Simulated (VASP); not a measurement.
# Shielding tensors and field gradients of SiO2 (Cristobalite), part 2 of 5

What are the shielding tensors of SiO2 (Cristobalite)? The cell has space group P4_12_12. The start is a cell from a database of measured crystal structures.

VASP 6.6.1, plane waves and PAW; the level of theory is named at each step.

So far. Step 2 (Ground state): The cell has a gap of 5.76 eV on this mesh and a pressure of +6.4 GPa, which holds the misfit of the given cell and coordinates with this functional, and any error of cutoff, mesh and data sets. Forces of up to 0.40 eV/Å remain in these settings.

The database entry behind the starting cell lists a temperature of 340 K, so it need not match the best structure at ambient conditions.

## 3. Shielding tensors

This step: chemical shifts by linear response (GIPAW), PBE; plane waves and PAW (Si, O) (VASP 6.6.1).

LCHIMAG computes the induced currents by linear response. It needs tightly converged orbitals and a cutoff well above the default; LEFG adds the field gradients at no cost.

File INCAR:

```
SYSTEM = SiO2
PREC = Accurate
ENCUT = 560
EDIFF = 1E-09
NELM = 100
ISMEAR = 0
SIGMA = 0.01
LREAL = .FALSE.
ALGO = Normal
GGA = PE
NBANDS = 44
LWAVE = .FALSE.
LCHARG = .FALSE.
KPAR = 4
LCHIMAG = .TRUE.
LEFG = .TRUE.
DQ = 0.001
ICHIBARE = 1
LNMR_SYM_RED = .TRUE.
```

File POSCAR:

```
SiO2
1.0
    4.9820000000      0.0000000000      0.0000000000
    0.0000000000      4.9820000000      0.0000000000
    0.0000000000      0.0000000000      6.9630000000
Si O
4 8
Direct
    0.7989700000      0.2010300000      0.7500000000
    0.7010300000      0.7010300000      0.5000000000
    0.2010300000      0.7989700000      0.2500000000
    0.2989700000      0.2989700000      0.0000000000
    0.1034700000      0.2398900000      0.8218700000
    0.2601100000      0.6034700000      0.0718700000
    0.8965300000      0.7601100000      0.3218700000
    0.7398900000      0.3965300000      0.5718700000
    0.6034700000      0.2601100000      0.9281300000
    0.7601100000      0.8965300000      0.6781300000
    0.3965300000      0.7398900000      0.4281300000
    0.2398900000      0.1034700000      0.1781300000
```

File KPOINTS:

```
Automatic mesh
0
Gamma
4 4 3
0 0 0
```

Potentials, in the order of the species: Si and O (PBE family, release 64).

Launch:

```console
$ mpirun -np 4 vasp_std
```

The log of the run:

```text
[... set-up lines as in an earlier step ...]
 entering main loop
       N       E                     dE             d eps       ncg     rms          rms(c)
DAV:   1     0.428062650958E+03    0.42806E+03   -0.34202E+04  1056   0.140E+03
DAV:   2    -0.749265474814E+02   -0.50299E+03   -0.48793E+03  1344   0.320E+02
DAV:   3    -0.107550052224E+03   -0.32624E+02   -0.32469E+02  1304   0.864E+01
DAV:   4    -0.107977108223E+03   -0.42706E+00   -0.42629E+00  1328   0.109E+01
DAV:   5    -0.107984578023E+03   -0.74698E-02   -0.74642E-02  1288   0.141E+00    0.300E+01
DAV:   6    -0.948131367130E+02    0.13171E+02   -0.49921E+01  1232   0.327E+01    0.142E+01
DAV:   7    -0.948068520605E+02    0.62847E-02   -0.15290E+00  1264   0.511E+00    0.515E+00
DAV:   8    -0.947915745988E+02    0.15277E-01   -0.81685E-02  1284   0.174E+00    0.199E+00
DAV:   9    -0.948025587565E+02   -0.10984E-01   -0.43317E-02  1184   0.121E+00    0.364E-01
DAV:  10    -0.948051641038E+02   -0.26053E-02   -0.41289E-03  1160   0.312E-01    0.111E-01
DAV:  11    -0.948051592365E+02    0.48673E-05   -0.97271E-04  1296   0.165E-01    0.157E-02
DAV:  12    -0.948051730732E+02   -0.13837E-04   -0.27824E-05  1216   0.272E-02    0.154E-02
DAV:  13    -0.948051776732E+02   -0.45999E-05   -0.67937E-06  1172   0.137E-02    0.506E-03
DAV:  14    -0.948051784914E+02   -0.81829E-06   -0.92853E-07  1280   0.520E-03    0.123E-03
DAV:  15    -0.948051785097E+02   -0.18301E-07   -0.39898E-08  1212   0.113E-03    0.651E-04
DAV:  16    -0.948051784895E+02    0.20289E-07   -0.25606E-09  1032   0.262E-04    0.199E-04
DAV:  17    -0.948051784887E+02    0.75306E-09   -0.19785E-09   824   0.221E-04
ion   1
     0.0000000    -0.0125164     0.0521044     0.4797298     0.0521044     0.0000000
     0.0000353    -0.0125164     0.0521044     0.4797298     0.0521044     0.0000000
     0.0000487    -0.0125164     0.0521044     0.4797298     0.0521044     0.0000000
     0.0000670    -0.0125164     0.0521044     0.4797298     0.0521044     0.0000000
     0.0000923    -0.0125164     0.0521044     0.4797298     0.0521044     0.0000000

     0.0000000    -0.1036047     1.2413481     1.4489961     1.2413481     0.0000000
     0.0000353    -0.1036046     1.2413459     1.4489945     1.2413459     0.0000000
     0.0000487    -0.1036045     1.2413445     1.4489935     1.2413445     0.0000000
     0.0000670    -0.1036043     1.2413422     1.4489917     1.2413422     0.0000000
     0.0000923    -0.1036040     1.2413384     1.4489889     1.2413384     0.0000000

ion   2
     0.0000000     0.0125164    -0.0521044     0.4797298     0.0521044    -0.0000000
     0.0000353     0.0125164    -0.0521044     0.4797298     0.0521044    -0.0000000
     0.0000487     0.0125164    -0.0521044     0.4797298     0.0521044    -0.0000000
     0.0000670     0.0125164    -0.0521044     0.4797298     0.0521044    -0.0000000
     0.0000923     0.0125164    -0.0521044     0.4797298     0.0521044    -0.0000000

     0.0000000     0.1036047    -1.2413481     1.4489961     1.2413481    -0.0000000
     0.0000353     0.1036046    -1.2413459     1.4489945     1.2413459    -0.0000000
     0.0000487     0.1036045    -1.2413445     1.4489935     1.2413445    -0.0000000
     0.0000670     0.1036043    -1.2413422     1.4489917     1.2413422    -0.0000000
     0.0000923     0.1036040    -1.2413384     1.4489889     1.2413384    -0.0000000

ion   3
     0.0000000    -0.0125164    -0.0521044     0.4797298    -0.0521044    -0.0000000
     0.0000353    -0.0125164    -0.0521044     0.4797298    -0.0521044    -0.0000000
     0.0000487    -0.0125164    -0.0521044     0.4797298    -0.0521044    -0.0000000
     0.0000670    -0.0125164    -0.0521044     0.4797298    -0.0521044    -0.0000000
     0.0000923    -0.0125164    -0.0521044     0.4797298    -0.0521044    -0.0000000

     0.0000000    -0.1036047    -1.2413481     1.4489961    -1.2413481    -0.0000000
     0.0000353    -0.1036046    -1.2413459     1.4489945    -1.2413459    -0.0000000
     0.0000487    -0.1036045    -1.2413445     1.4489935    -1.2413445    -0.0000000
     0.0000670    -0.1036043    -1.2413422     1.4489917    -1.2413422    -0.0000000
     0.0000923    -0.1036040    -1.2413384     1.4489889    -1.2413384    -0.0000000

ion   4
     0.0000000     0.0125164     0.0521044     0.4797298    -0.0521044     0.0000000
     0.0000353     0.0125164     0.0521044     0.4797298    -0.0521044     0.0000000
     0.0000487     0.0125164     0.0521044     0.4797298    -0.0521044     0.0000000
     0.0000670     0.0125164     0.0521044     0.4797298    -0.0521044     0.0000000
     0.0000923     0.0125164     0.0521044     0.4797298    -0.0521044     0.0000000

     0.0000000     0.1036047     1.2413481     1.4489961    -1.2413481     0.0000000
     0.0000353     0.1036046     1.2413459     1.4489945    -1.2413459     0.0000000
     0.0000487     0.1036045     1.2413445     1.4489935    -1.2413445     0.0000000
     0.0000670     0.1036043     1.2413422     1.4489917    -1.2413422     0.0000000
     0.0000923     0.1036040     1.2413384     1.4489889    -1.2413384     0.0000000

ion   5
     0.0000000    -3.7692654    -2.6644008    -0.5844006   -12.2414895    -9.4838719
     0.0000293    -3.7692654    -2.6644008    -0.5844006   -12.2414893    -9.4838718
     0.0000403    -3.7692654    -2.6644008    -0.5844006   -12.2414892    -9.4838717
     0.0000555    -3.7692653    -2.6644007    -0.5844006   -12.2414890    -9.4838715
     0.0000765    -3.7692652    -2.6644007    -0.5844006   -12.2414887    -9.4838712

     0.0000000   -13.9446921   -10.0954735    -2.0291814   -45.4747956   -35.4434618
     0.0000293   -13.9446882   -10.0954707    -2.0291808   -45.4747830   -35.4434519
     0.0000403   -13.9446856   -10.0954688    -2.0291804   -45.4747746   -35.4434453
     0.0000555   -13.9446812   -10.0954656    -2.0291798   -45.4747602   -35.4434341
     0.0000765   -13.9446738   -10.0954602    -2.0291788   -45.4747360   -35.4434152

ion   6
     0.0000000     3.7692654   -12.2414895    -0.5844006     2.6644008     9.4838719
     0.0000293     3.7692654   -12.2414893    -0.5844006     2.6644008     9.4838718
     0.0000403     3.7692654   -12.2414892    -0.5844006     2.6644008     9.4838717
     0.0000555     3.7692653   -12.2414890    -0.5844006     2.6644007     9.4838715
     0.0000765     3.7692652   -12.2414887    -0.5844006     2.6644007     9.4838712

     0.0000000    13.9446921   -45.4747956    -2.0291814    10.0954735    35.4434618
     0.0000293    13.9446882   -45.4747830    -2.0291808    10.0954707    35.4434519
     0.0000403    13.9446856   -45.4747746    -2.0291804    10.0954688    35.4434453
     0.0000555    13.9446812   -45.4747602    -2.0291798    10.0954656    35.4434341
[...]
RMM:  10    -0.221012552422E+03   -0.13245E-07   -0.32145E-08  1331   0.313E-04
RMM:  11    -0.221012552424E+03   -0.17873E-08   -0.26473E-09  1093   0.117E-04
RMM:  12    -0.221012552424E+03   -0.14194E-09   -0.32835E-10   956   0.680E-05
BDIR= 3  IDIR= 1  IQ=  0
DAV:   1    -0.879212831129E+03   -0.87921E+03   -0.17478E-10   740   0.706E-05
DAV:   2    -0.879212831129E+03   -0.17735E-10   -0.27242E-11   684   0.246E-05
       N       E                     dE             d eps       ncg     rms
RMM:   1    -0.215177515868E+03   -0.21518E+03   -0.27631E+02  1741   0.576E+01
RMM:   2    -0.220525758011E+03   -0.53482E+01   -0.11643E+01  1995   0.105E+01
RMM:   3    -0.220986601707E+03   -0.46084E+00   -0.47308E-01  2000   0.196E+00
RMM:   4    -0.221008960923E+03   -0.22359E-01   -0.48442E-02  2005   0.519E-01
RMM:   5    -0.221011292140E+03   -0.23312E-02   -0.34135E-03  2011   0.137E-01
RMM:   6    -0.221011474058E+03   -0.18192E-03   -0.42867E-04  2013   0.416E-02
RMM:   7    -0.221011495001E+03   -0.20944E-04   -0.31310E-05  1987   0.115E-02
RMM:   8    -0.221011496841E+03   -0.18397E-05   -0.48415E-06  1733   0.369E-03
RMM:   9    -0.221011497028E+03   -0.18679E-06   -0.25066E-07  1564   0.961E-04
RMM:  10    -0.221011497042E+03   -0.13977E-07   -0.34712E-08  1326   0.320E-04
RMM:  11    -0.221011497044E+03   -0.17920E-08   -0.26014E-09  1082   0.116E-04
RMM:  12    -0.221011497044E+03   -0.13839E-09   -0.31668E-10   934   0.678E-05
BDIR= 3  IDIR= 1  IQ=  1
DAV:   1    -0.879223840539E+03   -0.87922E+03   -0.62248E-02  1148   0.105E+00
DAV:   2    -0.879224106377E+03   -0.26584E-03   -0.26584E-03  1336   0.242E-01
DAV:   3    -0.879224109128E+03   -0.27504E-05   -0.27505E-05  1316   0.235E-02
DAV:   4    -0.879224109184E+03   -0.56896E-07   -0.56825E-07  1328   0.350E-03
DAV:   5    -0.879224109187E+03   -0.22370E-08   -0.19831E-08  1204   0.570E-04
DAV:   6    -0.879224109187E+03    0.15245E-09   -0.66864E-10   976   0.118E-04
       N       E                     dE             d eps       ncg     rms
RMM:   1    -0.215176842830E+03   -0.21518E+03   -0.27631E+02  1741   0.576E+01
RMM:   2    -0.220523961676E+03   -0.53471E+01   -0.11637E+01  1995   0.105E+01
RMM:   3    -0.220984260788E+03   -0.46030E+00   -0.47228E-01  2000   0.196E+00
RMM:   4    -0.221006440874E+03   -0.22180E-01   -0.47127E-02  2004   0.519E-01
RMM:   5    -0.221008870473E+03   -0.24296E-02   -0.38013E-03  2012   0.139E-01
RMM:   6    -0.221009057113E+03   -0.18664E-03   -0.42561E-04  2013   0.415E-02
RMM:   7    -0.221009077927E+03   -0.20815E-04   -0.31166E-05  1994   0.115E-02
RMM:   8    -0.221009079745E+03   -0.18178E-05   -0.47314E-06  1741   0.367E-03
RMM:   9    -0.221009079936E+03   -0.19089E-06   -0.26349E-07  1568   0.979E-04
RMM:  10    -0.221009079951E+03   -0.14981E-07   -0.37582E-08  1332   0.328E-04
RMM:  11    -0.221009079953E+03   -0.18716E-08   -0.26852E-09  1099   0.118E-04
RMM:  12    -0.221009079953E+03   -0.14248E-09   -0.32380E-10   958   0.681E-05
BDIR= 3  IDIR= 2  IQ= -1
DAV:   1    -0.879201565016E+03   -0.87920E+03   -0.61814E-02  1160   0.105E+00
DAV:   2    -0.879201828893E+03   -0.26388E-03   -0.26388E-03  1320   0.241E-01
DAV:   3    -0.879201831714E+03   -0.28217E-05   -0.28215E-05  1352   0.234E-02
DAV:   4    -0.879201831766E+03   -0.52015E-07   -0.51926E-07  1320   0.332E-03
DAV:   5    -0.879201831768E+03   -0.15579E-08   -0.17827E-08  1232   0.522E-04
DAV:   6    -0.879201831768E+03    0.40927E-11   -0.69302E-10   976   0.112E-04
       N       E                     dE             d eps       ncg     rms
RMM:   1    -0.209147025035E+03   -0.20915E+03   -0.25033E+02  1828   0.571E+01
RMM:   2    -0.213568258129E+03   -0.44212E+01   -0.98692E+00  2008   0.101E+01
RMM:   3    -0.213939162018E+03   -0.37090E+00   -0.37017E-01  2013   0.182E+00
RMM:   4    -0.213955911796E+03   -0.16750E-01   -0.35560E-02  2013   0.470E-01
RMM:   5    -0.213957810603E+03   -0.18988E-02   -0.29126E-03  2019   0.127E-01
RMM:   6    -0.213957970808E+03   -0.16021E-03   -0.39602E-04  2028   0.389E-02
RMM:   7    -0.213957988230E+03   -0.17421E-04   -0.24318E-05  1995   0.103E-02
RMM:   8    -0.213957989673E+03   -0.14434E-05   -0.38780E-06  1769   0.333E-03
RMM:   9    -0.213957989828E+03   -0.15509E-06   -0.20195E-07  1578   0.823E-04
RMM:  10    -0.213957989839E+03   -0.11390E-07   -0.30405E-08  1342   0.275E-04
RMM:  11    -0.213957989841E+03   -0.14027E-08   -0.18638E-09  1059   0.100E-04
RMM:  12    -0.213957989841E+03   -0.97657E-10   -0.24974E-10   935   0.640E-05
BDIR= 3  IDIR= 2  IQ=  0
DAV:   1    -0.879212831130E+03   -0.87921E+03   -0.17528E-10   740   0.706E-05
DAV:   2    -0.879212831129E+03    0.19736E-09   -0.44573E-12   684   0.246E-05
       N       E                     dE             d eps       ncg     rms
RMM:   1    -0.209148212445E+03   -0.20915E+03   -0.25033E+02  1828   0.571E+01
RMM:   2    -0.213569050932E+03   -0.44208E+01   -0.98667E+00  2008   0.101E+01
RMM:   3    -0.213939650076E+03   -0.37060E+00   -0.36963E-01  2013   0.182E+00
RMM:   4    -0.213956360154E+03   -0.16710E-01   -0.35474E-02  2013   0.469E-01
RMM:   5    -0.213958251896E+03   -0.18917E-02   -0.28990E-03  2019   0.127E-01
RMM:   6    -0.213958411252E+03   -0.15936E-03   -0.39412E-04  2028   0.388E-02
RMM:   7    -0.213958428537E+03   -0.17284E-04   -0.24095E-05  1995   0.103E-02
RMM:   8    -0.213958429957E+03   -0.14206E-05   -0.37669E-06  1768   0.331E-03
RMM:   9    -0.213958430116E+03   -0.15872E-06   -0.21201E-07  1577   0.841E-04
RMM:  10    -0.213958430128E+03   -0.12155E-07   -0.33018E-08  1339   0.282E-04
RMM:  11    -0.213958430130E+03   -0.14144E-08   -0.18322E-09  1057   0.100E-04
RMM:  12    -0.213958430130E+03   -0.95440E-10   -0.24029E-10   929   0.639E-05
BDIR= 3  IDIR= 2  IQ=  1
DAV:   1    -0.879223829401E+03   -0.87922E+03   -0.61816E-02  1156   0.105E+00
DAV:   2    -0.879224093366E+03   -0.26397E-03   -0.26397E-03  1320   0.241E-01
DAV:   3    -0.879224096186E+03   -0.28199E-05   -0.28200E-05  1352   0.234E-02
DAV:   4    -0.879224096238E+03   -0.51907E-07   -0.51870E-07  1320   0.332E-03
DAV:   5    -0.879224096240E+03   -0.20459E-08   -0.17778E-08  1236   0.522E-04
DAV:   6    -0.879224096240E+03    0.20589E-09   -0.69058E-10   976   0.112E-04
       N       E                     dE             d eps       ncg     rms
RMM:   1    -0.209148118196E+03   -0.20915E+03   -0.25034E+02  1827   0.571E+01
RMM:   2    -0.213568462415E+03   -0.44203E+01   -0.98639E+00  2008   0.101E+01
RMM:   3    -0.213938736000E+03   -0.37027E+00   -0.36907E-01  2013   0.182E+00
RMM:   4    -0.213955404784E+03   -0.16669E-01   -0.35385E-02  2013   0.469E-01
RMM:   5    -0.213957289267E+03   -0.18845E-02   -0.28851E-03  2019   0.126E-01
RMM:   6    -0.213957447758E+03   -0.15849E-03   -0.39218E-04  2028   0.387E-02
RMM:   7    -0.213957464906E+03   -0.17147E-04   -0.23876E-05  1995   0.103E-02
RMM:   8    -0.213957466303E+03   -0.13974E-05   -0.36491E-06  1767   0.330E-03
RMM:   9    -0.213957466466E+03   -0.16294E-06   -0.22543E-07  1578   0.861E-04
RMM:  10    -0.213957466479E+03   -0.13081E-07   -0.34896E-08  1338   0.290E-04
RMM:  11    -0.213957466481E+03   -0.15855E-08   -0.20839E-09  1071   0.104E-04
RMM:  12    -0.213957466481E+03   -0.11087E-09   -0.28558E-10   944   0.650E-05
       N       E                     dE             d eps       ncg     rms
RLQ:   1    -0.262914519553E+01   -0.26291E+01   -0.43669E+00  1644   0.577E+00
RLQ:   2    -0.269274364657E+01   -0.63598E-01   -0.99856E-02  1962   0.930E-01
RLQ:   3    -0.269561704931E+01   -0.28734E-02   -0.43451E-03  1982   0.159E-01
RLQ:   4    -0.269579050995E+01   -0.17346E-03   -0.31603E-04  1990   0.417E-02
RLQ:   5    -0.269580736073E+01   -0.16851E-04   -0.33898E-05  1905   0.116E-02
RLQ:   6    -0.269580897751E+01   -0.16168E-05   -0.32625E-06  1709   0.362E-03
RLQ:   7    -0.269580916205E+01   -0.18455E-06   -0.36910E-07  1545   0.110E-03
RLQ:   8    -0.269580917936E+01   -0.17311E-07   -0.37488E-08  1324   0.360E-04
RLQ:   9    -0.269580918133E+01   -0.19705E-08   -0.36752E-09  1131   0.129E-04
RLQ:  10    -0.269580918150E+01   -0.16590E-09   -0.32190E-10   957   0.695E-05
```

The job ended after 20 min (4 MPI ranks of Intel Xeon Platinum 8488C (Sapphire Rapids), shared host; peak memory 2.3 GiB; 74 min of CPU time).

(Continued in part 3 of 5.)

[Lines on the potential files, build, host, timing and source positions are cut from VASP's logs without a mark.]

[Logs are printed without paths, hosts, clocks, repeated set-up lines and the standing remarks that a program may print on its own settings, such as how far it seeks lower states.]

[Hosts, paths, dates, database ids (printed as entryN), source tags and the programs' standing remarks are cut or masked in the printed files.]
